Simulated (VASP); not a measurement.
Write the native input for VASP 6.6.1 that does the following.

- Task: single point
- Functional: HSE06
- Potentials or basis: VASP PAW PBE potentials, release 64 (Co, Al, N)
- Cutoff: 450 eV
- k mesh: 2 × 2 × 2
- Occupations: gaussian, width 0.03 eV
- Spin: collinear spin, zero start
- Fixed moment: 0 μB
- Dq: 0
- Grid for exact exchange (PRECFOCK): Fast
- Screening parameter: 0.2 1/A
- Further INCAR settings: LREAL = Auto; ALGO = Damped; EDIFF = 0.0001; ISYM = -1

The system is Al15CoN16 (a cell with a defect).

```
Co Al N
1.0
     6.22000    0.00000    0.00000
    -3.11000    5.38668    0.00000
     0.00000    0.00000    9.96000
Co Al N
1 15 16
Cartesian
  1.5574 0.9025 9.9463
  1.5540 0.8993 4.9888
  0.0204 3.6054 0.0241
  0.0021 3.5942 4.9832
  4.6686 0.8984 0.0194
  4.6665 0.9017 4.9833
  3.1103 3.6003 0.0178
  3.1141 3.5939 4.9816
  -0.0135 1.7997 2.4866
  0.0075 1.8045 7.4863
  -1.5573 4.4785 2.4837
  -1.5484 4.4977 7.4857
  3.0999 1.7943 2.4791
  3.1184 1.8031 7.4793
  1.5563 4.4922 2.5067
  1.5600 4.4954 7.4766
  1.5279 0.8849 1.8949
  1.5593 0.9049 6.8929
  0.0062 3.5952 1.9189
  0.0034 3.5987 6.8868
  4.6551 0.8976 1.9159
  4.6735 0.9042 6.8862
  3.1035 3.5891 1.9150
  3.1171 3.5990 6.8845
  0.0027 1.7974 4.3919
  -0.0144 1.8241 9.3975
  -1.5519 4.4941 4.3891
  -1.5386 4.4667 9.3949
  3.1043 1.7944 4.3873
  3.1505 1.8227 9.3668
  1.5580 4.4925 4.4037
  1.5663 4.4984 9.3780
```

The input as run:

POSCAR

```
Al15CoN16                               
1.0
    6.2200008610      0.0000000000      0.0000000000
   -3.1100004305      5.3866787572      0.0000000000
    0.0000000000      0.0000000000      9.9600000000
  Co              Al              N             
     1    15    16
Direct
     0.3341517704270011    0.1675337091565167    0.9986268575881685
     0.3333084205418342    0.1669409530537067    0.5008806357173993
     0.3379363147255389    0.6693135799170372    0.0024218680270976
     0.3339510972662337    0.6672380686215328    0.5003196588738066
     0.8339641960547760    0.1667853494807151    0.0019484193520286
     0.8339330870549705    0.1673855103684704    0.5003312334834322
     0.8342314921492290    0.6683784441478363    0.0017895668474089
     0.8342520243798512    0.6671848218070588    0.5001564605361865
     0.1648748101367810    0.3340946711668045    0.2496547545218947
     0.1686994961582306    0.3349962916813758    0.7516404109015153
     0.1653376916738098    0.8314039225744122    0.2493641839637951
     0.1685412995839319    0.8349688506858706    0.7515779124570001
     0.6649173311513612    0.3330972424968844    0.2489071407626827
     0.6687183504741792    0.3347287670578568    0.7509344471382082
     0.6671729768200897    0.8339379434412779    0.2516722080886704
     0.6680690483235984    0.8345314823067134    0.7506633865152035
     0.3277874094302373    0.1642741506264317    0.1902472888702413
     0.3346878730759592    0.1679867412414150    0.6920537909661256
     0.3347035766419281    0.6674185241787787    0.1926567685859928
     0.3345814263270291    0.6680694082177884    0.6914421200053485
     0.8317354611161482    0.1666423547430849    0.1923599254042243
     0.8352970110464106    0.1678571964727196    0.6913888731629833
     0.8320939939190466    0.6662934967801724    0.1922666274869010
     0.8352132861333771    0.6681279868546343    0.6912178275518631
     0.1672672189404861    0.3336686468383359    0.4409577166814423
     0.1670038057008919    0.3386334583756991    0.9435241307608662
     0.1676393802437668    0.8342918830474004    0.4406750349526277
     0.1672322010233522    0.8292054602514415    0.9432608251694683
     0.6656548040765845    0.3331267747808290    0.4404918619409739
     0.6756944291200940    0.3383775572267105    0.9404437720353233
     0.6674764723178163    0.8339956720128683    0.4421431643083005
     0.6693722439654421    0.8350950803876006    0.9415631273428269
```

INCAR.step1

```
PREC = Accurate ; ENCUT = 450
EDIFF = 1E-5 ; ISMEAR = 0
SIGMA = 0.03 ; LREAL = Auto
LASPH = True ; NELM = 70
ALGO = Normal ; ISIF = 2
LWAVE = True ; ISPIN = 2
MAGMOM = 0 0 0 0 0 0 0 0 0 0 0 0 0 0 0 0 0 0 0 0 0 0 0 0 0 0 0 0 0 0 0 0 ; LORBIT = 11
NUPDOWN = 0 ; LMAXMIX = 4
ISYM = -1 ; TIME = 0.4
NKRED = 2 ; GGA = PE
KPAR = 2
```

INCAR.step2

```
PREC = Accurate ; ENCUT = 450
EDIFF = 1E-4 ; ISMEAR = 0
SIGMA = 0.03 ; LREAL = Auto
LASPH = True ; NELM = 70
ALGO = Damped ; ISIF = 2
LWAVE = False ; LCHARG = False
ISPIN = 2 ; MAGMOM = 0 0 0 0 0 0 0 0 0 0 0 0 0 0 0 0 0 0 0 0 0 0 0 0 0 0 0 0 0 0 0 0
LORBIT = 11 ; NUPDOWN = 0
LMAXMIX = 4 ; GGA = PE
LHFCALC = True ; HFSCREEN = 0.2
PRECFOCK = Fast ; ISYM = -1
TIME = 0.4 ; NKRED = 2
ISTART = 1 ; KPAR = 2
```

KPOINTS

```
Automatic mesh
0
Gamma
  2 2 2
```

Potentials or basis: VASP PAW PBE potentials, release 64 (Co, Al, N).

Launch:

```bash
$ cat potpaw_PBE.64/Co/POTCAR potpaw_PBE.64/Al/POTCAR potpaw_PBE.64/N/POTCAR > POTCAR
$ cp INCAR.step1 INCAR
$ mpirun -np 4 vasp_std > vasp.out
$ cp INCAR.step2 INCAR
$ mpirun -np 4 vasp_std > vasp.out
```

It gave:

The largest force is 0.456 eV/Å, the net moment is 0.00 μB per cell and the valence electrons inside the program's atomic spheres are Co 8.33; Al 0.88, 0.89, 0.87; N 3.81, 3.86, 3.87.

Caveat: the k mesh is coarse (spacing up to 0.58 Å⁻¹), so the values aren't converged, least of all with exact exchange; the PAW data sets were made with another functional, which shifts forces and pressure a little; the total moment is fixed, so each spin has its own Fermi level.

It took 12 min on 4 MPI ranks on Intel(R) Xeon(R) 6975P-C (Granite Rapids) (shared host), peak memory 0.75 GiB a rank.
